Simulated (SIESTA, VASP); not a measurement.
VASP input:

### INCAR
```
! general
SYSTEM =Ni2Ge
PREC   =Accurate
ENCUT  =300
LREAL  =F   ! projection in real space or not
LASPH  =T

! electronic loop
EDIFF  =1E-6
NELM   =100
ALGO   =Normal
LMAXMIX=4   ! l cut-off of mixed one-centre charges

! smearing
ISMEAR =0   ! Gaussian
SIGMA  =0.272

! functional
GGA    =PS   ! PBEsol

! ions
ISIF   =2

! output
LWAVE  =F
LCHARG =F
```

**POSCAR**
```
Ni2Ge
1
    3.9798100000     0.0000000000     0.0000000000
   -1.9899050000     3.4466170000     0.0000000000
    0.0000000000     0.0000000000     5.0238800000
Ni Ge
4 2
Direct
  0.6666670000   0.3333330000   0.2500000000
  0.3333330000   0.6666670000   0.7500000000
  0.0000000000   0.0000000000   0.0000000000
  0.0000000000   0.0000000000   0.5000000000
  0.6666670000   0.3333330000   0.7500000000
  0.3333330000   0.6666670000   0.2500000000
```

KPOINTS:
```
Automatic mesh
0
Gamma
1 1 1
0 0 0
```

POTCAR, in this order: Ni Ge_d (PBE.64 set). Program: vasp_std.

**Question.** Translate it to SIESTA.

**Answer.** One input that does it (GGA PBEsol, numerical atomic orbitals DZP, PseudoDojo PBEsol standard norm-conserving potentials (rewritten from UPF to PSML)):
```
# files in the folder: Ni.psml Ge.psml (PseudoDojo PBEsol standard)
SystemName  Ni2Ge
SystemLabel siesta

NumberOfAtoms                6
NumberOfSpecies              2
%block ChemicalSpeciesLabel
  1 28 Ni
  2 32 Ge
%endblock ChemicalSpeciesLabel
LatticeConstant              1.0 Ang
%block LatticeVectors
     3.979810000    0.000000000    0.000000000
    -1.989905000    3.446617000    0.000000000
     0.000000000    0.000000000    5.023880000
%endblock LatticeVectors
AtomicCoordinatesFormat      Fractional
%block AtomicCoordinatesAndAtomicSpecies
     0.666667000    0.333333000    0.250000000  1
     0.333333000    0.666667000    0.750000000  1
     0.000000000    0.000000000    0.000000000  1
     0.000000000    0.000000000    0.500000000  1
     0.666667000    0.333333000    0.750000000  2
     0.333333000    0.666667000    0.250000000  2
%endblock AtomicCoordinatesAndAtomicSpecies

XC.functional                GGA
XC.authors                   PBEsol
PAO.BasisSize                DZP
PAO.EnergyShift              0.005 Ry
MeshCutoff                   400 Ry
%block kgrid.MonkhorstPack
    1   0   0  0.0
    0   1   0  0.0
    0   0   1  0.0
%endblock kgrid.MonkhorstPack
OccupationFunction           MP
OccupationMPOrder            0
ElectronicTemperature        272.0 meV

MaxSCFIterations             150
SCF.Mixer.Method             Pulay
SCF.Mixer.Weight             0.2
SCF.Mixer.History            8
SCF.DM.Tolerance             1.0E-04
Diag.ParallelOverK           true
WriteForces                  true
Charge.Mulliken              end
```
The two runs describe the same crystal, functional and task. Each code takes its own potentials, basis and convergence tests.

The structure comes from a computed database's Ni2Ge entry; how it stands against other phases isn't given here. The cell was not relaxed at this level, and it may have been scaled.
